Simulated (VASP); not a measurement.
Crystal: Pd.

```
Pd
1.0
     0.00000    1.94650    1.94650
     1.94650    0.00000    1.94650
     1.94650    1.94650    0.00000
Pd
1
Cartesian
  0.0000 0.0000 0.0000
```

- Program: VASP 6.6.1
- Task: relaxation of cell and atoms
- Functional: LDA
- Potentials or basis: VASP PAW LDA potentials, release 64 (Pd)
- Cutoff: 600 eV
- k mesh: 16 × 16 × 16
- Occupations: methfessel-paxton, width 0.1 eV
- Spin: no spin polarisation

At the start: pressure -8.2 GPa; volume 14.75 Å³/atom.

**Question.** How do energy, volume and symmetry change on relaxing?

**Answer.** Over 4 steps the energy falls by 15.5 meV/atom and the volume is 14.17 Å³/atom (-3.9 %); space group Fm-3m (No. 225, to 0.05 Å).

Step by step:
| step | energy change (eV) | largest force (eV/Å) | pressure (GPa) | volume (Å³) |
| --- | --- | --- | --- | --- |
| 1 | 0.0000 | 0.0000 | -8.21 | 14.75 |
| 2 | 0.0399 | 0.0000 | 19.64 | 13.19 |
| 3 | -0.0155 | 0.0000 | -0.20 | 14.18 |
| 4 | -0.0155 | 0.0000 | -0.01 | 14.17 |

Final structure:
```
Pd
1.0
     0.00000    1.92064    1.92064
     1.92064    0.00000    1.92064
     1.92064    1.92064    0.00000
Pd
1
Direct
  0.00000 0.00000 0.00000
```
